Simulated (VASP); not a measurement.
Level of theory: PBE GGA, VASP's PBE PAW potentials (set 64) (plane waves; VASP).

VASP input:

**INCAR**
```
# general
SYSTEM  = CsPbBr3
PREC    = Accurate
ENCUT   = 450
LREAL   = .FALSE.
LASPH   = .TRUE.

# electronic loop
EDIFF   = 1E-6
NELM    = 100
ALGO    = Normal
LMAXMIX = 4

# smearing
ISMEAR  = 0
SIGMA   = 0.01

# functional
GGA     = PE

# ions
ISIF    = 2

# output
LWAVE   = .FALSE.
LCHARG  = .FALSE.
```

File POSCAR:
```
CsPbBr3
1
    5.9486300000     0.0000000000     0.0000000000
    0.0000000000     5.9486300000     0.0000000000
    0.0000000000     0.0000000000     5.9486300000
Cs Pb Br
1 1 3
Direct
  0.0000000000   0.0000000000   0.0000000000
  0.5000000000   0.5000000000   0.5000000000
  0.5000000000   0.5000000000   0.0000000000
  0.0000000000   0.5000000000   0.5000000000
  0.5000000000   0.0000000000   0.5000000000
```

KPOINTS:
```
Automatic mesh
0
Gamma
4 4 4
0 0 0
```

POTCAR, in this order: Cs_sv Pb_d Br (PBE.64 set). Program: vasp_std.

The run wrote:

**OSZICAR**
```
       N       E                     dE             d eps       ncg     rms          rms(c)
DAV:   1     0.376675391686E+03    0.37668E+03   -0.17367E+04   520   0.134E+03
DAV:   2     0.270499855161E+02   -0.34963E+03   -0.34308E+03   636   0.314E+02
DAV:   3    -0.150354069659E+02   -0.42085E+02   -0.41866E+02   646   0.119E+02
DAV:   4    -0.164506594930E+02   -0.14153E+01   -0.14120E+01   636   0.297E+01
DAV:   5    -0.164935702943E+02   -0.42911E-01   -0.42892E-01   658   0.416E+00    0.404E+00
DAV:   6    -0.159023559291E+02    0.59121E+00   -0.10774E+00   768   0.104E+01    0.234E+00
DAV:   7    -0.158500675117E+02    0.52288E-01   -0.54687E-01   744   0.420E+00    0.101E+00
DAV:   8    -0.158605552105E+02   -0.10488E-01   -0.66375E-02   656   0.222E+00    0.185E-01
DAV:   9    -0.158600962931E+02    0.45892E-03   -0.11250E-02   718   0.835E-01    0.105E-01
DAV:  10    -0.158604378243E+02   -0.34153E-03   -0.10845E-03   596   0.197E-01    0.418E-02
DAV:  11    -0.158605230516E+02   -0.85227E-04   -0.18744E-04   586   0.110E-01    0.850E-03
DAV:  12    -0.158605246269E+02   -0.15753E-05   -0.29193E-05   770   0.548E-02    0.730E-03
DAV:  13    -0.158605244058E+02    0.22109E-06   -0.36238E-06   568   0.150E-02
   1 F= -.15860524E+02 E0= -.15860524E+02  d E =-.159751E-72
```

File OUTCAR:
```
------------------------ aborting loop because EDIFF is reached ----------------------------------------
  FORCE on cell =-STRESS in cart. coord.  units (eV):
  Direction    XX          YY          ZZ          XY          YZ          ZX
  --------------------------------------------------------------------------------------
  Total        0.7984427      0.7984427      0.7984427     -0.0000000      0.0000000      0.0000000
  in kB        6.0771992      6.0771992      6.0771992     -0.0000000      0.0000000      0.0000000
  external PRESSURE =       6.0771992 kB  Pullay stress =       0.0000000 kB
  volume of cell :      210.50
      direct lattice vectors                 reciprocal lattice vectors
     5.948630000  0.000000000  0.000000000     0.168105934  0.000000000  0.000000000
     0.000000000  5.948630000  0.000000000     0.000000000  0.168105934  0.000000000
     0.000000000  0.000000000  5.948630000     0.000000000  0.000000000  0.168105934
 POSITION                                       TOTAL-FORCE (eV/Angst)
 -----------------------------------------------------------------------------------
      0.00000      0.00000      0.00000         0.000000      0.000000      0.000000
      2.97431      2.97431      2.97431         0.000000      0.000000      0.000000
      2.97431      2.97431      0.00000         0.000000      0.000000      0.000000
      0.00000      2.97431      2.97431         0.000000      0.000000      0.000000
      2.97431      0.00000      2.97431         0.000000      0.000000      0.000000
 -----------------------------------------------------------------------------------
    total drift:                                0.000000     -0.000000     -0.000000
  FREE ENERGIE OF THE ION-ELECTRON SYSTEM (eV)
  ---------------------------------------------------
  free  energy   TOTEN  =       -15.8605244058 eV

  energy  without entropy=      -15.8605244058  energy(sigma->0) =      -15.86052441
```
(Selected blocks of OUTCAR.)

File OUTCAR:
```
 val. band max:        0.8647890077   @ k =   0.5000   0.5000   0.5000

 cond. band min:       2.5493563565   @ k =   0.5000   0.5000   0.5000


 Fermi energy:         0.9905999154

 k-point     1 :       0.0000    0.0000    0.0000
  band No.  band energies     occupation
      1     -20.4543      2.00000
      2     -15.8740      2.00000
      3     -15.8740      2.00000
      4     -15.7473      2.00000
      5     -15.7473      2.00000
      6     -15.7473      2.00000
      7     -13.6227      2.00000
      8     -12.9967      2.00000
      9     -12.9967      2.00000
     10      -7.2412      2.00000
     11      -7.2412      2.00000
     12      -7.2412      2.00000
     13      -6.0243      2.00000
     14      -3.1259      2.00000
     15      -3.1259      2.00000
     16      -3.1259      2.00000
     17      -1.0378      2.00000
     18      -1.0378      2.00000
     19      -1.0378      2.00000
     20      -0.9380      2.00000
     21      -0.9380      2.00000
     22      -0.9380      2.00000
     23       4.0445      0.00000
     24       5.2030      0.00000
     25       5.2030      0.00000
     26       5.9438      0.00000

 k-point     2 :       0.2500    0.0000    0.0000
  band No.  band energies     occupation
      1     -20.4539      2.00000
      2     -15.8739      2.00000
      3     -15.8491      2.00000
      4     -15.7477      2.00000
      5     -15.7477      2.00000
      6     -15.7473      2.00000
      7     -13.5607      2.00000
      8     -13.1034      2.00000
      9     -12.9959      2.00000
     10      -7.2373      2.00000
     11      -7.2363      2.00000
     12      -7.2363      2.00000
     13      -6.4146      2.00000
     14      -3.0817      2.00000
     15      -3.0817      2.00000
     16      -2.2496      2.00000
     17      -1.1012      2.00000
     18      -1.1012      2.00000
     19      -1.0978      2.00000
     20      -0.9905      2.00000
     21      -0.9905      2.00000
     22      -0.9278      2.00000
...
```

Unless said otherwise, spin-orbit coupling is left out, though it shifts the bands of the heavy elements here.

The structure comes from a computed database's CsPbBr3 entry; how it stands against other phases isn't given here. The cell was not relaxed at this level. The run is one of a series of settings (ENCUT = 450 against the base run), some of them coarse on purpose.
